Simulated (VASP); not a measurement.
A VASP calculation is set up with these files.

### INCAR
```
SYSTEM = CuZn
PREC = Accurate
ENCUT = 400
EDIFF = 1E-6
NELM = 100
ALGO = Normal
LREAL = .FALSE.
LASPH = .TRUE.
ISMEAR = 0
SIGMA = 0.001
GGA = PE
LMAXMIX = 4
LWAVE = .FALSE.
LCHARG = .FALSE.
ISIF = 2
```

POSCAR:
```
CuZn
1
    2.9500000000     0.0000000000     0.0000000000
    0.0000000000     2.9500000000     0.0000000000
    0.0000000000     0.0000000000     2.9500000000
Zn Cu
1 1
Direct
  0.5000000000   0.5000000000   0.5000000000
  0.0000000000   0.0000000000   0.0000000000
```

File KPOINTS:
```
Automatic mesh
0
Gamma
3 3 3
0 0 0
```

POTCAR, in this order: Zn Cu (PBE.64 set). Program: vasp_std.

Q: Does this input run properly? What does VASP do?

A: There is a fault: a metal was run with a tiny SIGMA on a coarse mesh. The run ends without an error. Against the sound run, the energy per atom (σ→0) rises by 0.184 eV/atom; the pressure rises by 0.18 GPa.

**standard output**
```
 POSCAR found type information on POSCAR ZnCu
 POSCAR found :  2 types and       2 ions
 Reading from existing POTCAR
 Reading from existing POTCAR
 LDA part: xc-table for (Slater+PW92), standard interpolation
 POSCAR, INCAR and KPOINTS ok, starting setup
 WAVECAR not read
 entering main loop
       N       E                     dE             d eps       ncg     rms          rms(c)
DAV:   1     0.104676534517E+03    0.10468E+03   -0.95074E+03   120   0.213E+03
DAV:   2    -0.246650123692E+01   -0.10714E+03   -0.10355E+03   120   0.316E+02
DAV:   3    -0.579588916532E+01   -0.33294E+01   -0.33210E+01   141   0.737E+01
DAV:   4    -0.581865528729E+01   -0.22766E-01   -0.22765E-01   127   0.520E+00
DAV:   5    -0.581895929308E+01   -0.30401E-03   -0.30396E-03   162   0.694E-01    0.102E+01
DAV:   6    -0.584560404926E+01   -0.26645E-01   -0.20358E+01   127   0.119E+02    0.690E+00
DAV:   7    -0.462880809558E+01    0.12168E+01   -0.46227E+00   135   0.136E+02    0.226E+00
DAV:   8    -0.464042252947E+01   -0.11614E-01   -0.38811E-01   148   0.911E+00    0.146E+00
DAV:   9    -0.462836648362E+01    0.12056E-01   -0.38959E-02   127   0.534E+00    0.977E-02
DAV:  10    -0.462829509256E+01    0.71391E-04   -0.21134E-03   164   0.120E+00    0.332E-02
DAV:  11    -0.462828735014E+01    0.77424E-05   -0.18371E-04   150   0.328E-01    0.223E-02
DAV:  12    -0.462828609988E+01    0.12503E-05   -0.10507E-05   178   0.828E-02    0.117E-03
DAV:  13    -0.462828605052E+01    0.49365E-07   -0.23457E-07    81   0.626E-03
   1 F= -.46282861E+01 E0= -.46281669E+01  d E =-.238339E-03
```

### OUTCAR
```
------------------------ aborting loop because EDIFF is reached ----------------------------------------
  FORCE on cell =-STRESS in cart. coord.  units (eV):
  Direction    XX          YY          ZZ          XY          YZ          ZX
  --------------------------------------------------------------------------------------
  Total        0.3098446      0.3098446      0.3098446     -0.0000000      0.0000000     -0.0000000
  in kB       19.3369736     19.3369736     19.3369736     -0.0000000      0.0000000     -0.0000000
  external PRESSURE =      19.3369736 kB  Pullay stress =       0.0000000 kB
  volume of cell :       25.67
      direct lattice vectors                 reciprocal lattice vectors
     2.950000000  0.000000000  0.000000000     0.338983051  0.000000000  0.000000000
     0.000000000  2.950000000  0.000000000     0.000000000  0.338983051  0.000000000
     0.000000000  0.000000000  2.950000000     0.000000000  0.000000000  0.338983051
 POSITION                                       TOTAL-FORCE (eV/Angst)
 -----------------------------------------------------------------------------------
      1.47500      1.47500      1.47500         0.000000      0.000000      0.000000
      0.00000      0.00000      0.00000         0.000000      0.000000      0.000000
 -----------------------------------------------------------------------------------
    total drift:                               -0.000000      0.000000      0.000000
  FREE ENERGIE OF THE ION-ELECTRON SYSTEM (eV)
  ---------------------------------------------------
  free  energy   TOTEN  =        -4.6282860505 eV

  energy  without entropy=       -4.6280477114  energy(sigma->0) =       -4.62816688
```
(Selected blocks of OUTCAR.)

To mend it, set ISMEAR = 1, set SIGMA = 0.1, correct KPOINTS.
File KPOINTS:
```
Automatic mesh
0
Gamma
9 9 9
0 0 0
```
The mended run (PBE GGA, plane waves, VASP's PBE PAW potentials (set 64)) converges, and its OSZICAR ends with
```
   1 F= -.49965708E+01 E0= -.49969470E+01  d E =0.112844E-02
```

The compound is CuZn in the CsCl type structure. The cell was not relaxed at this level. The electron count is odd and the run is not spin-polarised, which forces a metal.
